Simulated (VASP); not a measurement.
Energy against volume of BaZrO₃ (cubic perovskite). These are optB88-vdW, VASP's PBE PAW potentials (set 64) (plane waves; VASP) values and carry that method's errors. Run with 520 eV cut-off, 5×5×5 Γ-centred mesh, Gaussian smearing of 0.050 eV, potentials Ba_sv Zr_sv O.

```csv
V (Å³/atom),E (eV/atom)
14.167,-6.55746
14.619,-6.58062
15.071,-6.58811
15.524,-6.58225
```

Fit these four points and predict the energy of the run at 15.976 Å³/atom.

A cubic in V^(−2/3), the third-order Birch-Murnaghan form, passes through the four points with V0 = 15.09 Å³/atom and B0 = 156 GPa, and gives -6.5651 eV/atom there. The run gave -6.5651 eV/atom, -0.0 meV/atom from the fit; all five points give B0 = 156 GPa.

The compound is BaZrO3 in the cubic perovskite structure. It was relaxed first.
